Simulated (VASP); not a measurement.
The cell holds one HfN (rock salt) (100) slab, with vacuum along c, ions free to move until forces fall under 0.03 eV/Å, no reconstruction beyond this cell, dipole correction on.

Here is the system:

```
CELL_PARAMETERS angstrom
      3.17523     0.00000     0.00000
      0.00000     3.17523     0.00000
      0.00000     0.00000    23.88286
ATOMIC_POSITIONS crystal
  Hf 0.00000 0.50000 0.36334
  Hf 0.50000 0.00000 0.45410
  Hf 0.00000 0.50000 0.54590
  Hf 0.50000 0.00000 0.63666
  N  0.00000 0.50000 0.45182
  N  0.50000 0.00000 0.35687
  N  0.00000 0.50000 0.64313
  N  0.50000 0.00000 0.54818
```

Level of theory: PBEsol GGA, VASP's PBE PAW potentials (set 64) (plane waves; VASP). Numerical set-up: 450 eV cut-off, 9×9×1 Γ-centred mesh, first-order Methfessel-Paxton smearing of 0.10 eV, potentials Hf_pv N.

Slab and bulk use different k-meshes, so the surface energy is good to a few per cent at best. Unless said otherwise, spin-orbit coupling is left out, though it shifts the bands of the heavy elements here.

### Question
Predict its surface energy, work function, band gap (on the k-mesh).

### Answer

```yaml
surface_energy: 1.79 J/m²
work_function: 2.22 eV
band gap (on the k-mesh): none (metal, semimetal or under 0.01 eV)
```

The cell is a thin slab with vacuum, built from HfN (rock salt): (100) face.
